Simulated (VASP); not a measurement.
Here is the system:

```
C
1.0
    0.00000     1.81917     1.81917
    1.81917     0.00000     1.81917
    1.81917     1.81917     0.00000
C
2
Direct
  0.00000   0.00000   0.00000
  0.25000   0.25000   0.25000
```

Method: PBE GGA, VASP's PBE PAW potentials (set 64) (plane waves; VASP 6.6.1). Settings: 520 eV cut-off, 11×11×11 Γ-centred mesh, Gaussian smearing of 0.050 eV, potentials C.

### Question
Estimate the energy per atom (σ→0), pressure.

### Answer

```json
{
  "energy per atom (σ→0)": "-9.071 eV/atom",
  "pressure": "-21.23 GPa"
}
```

The compound is C in the diamond structure. The cell was not relaxed at this level.
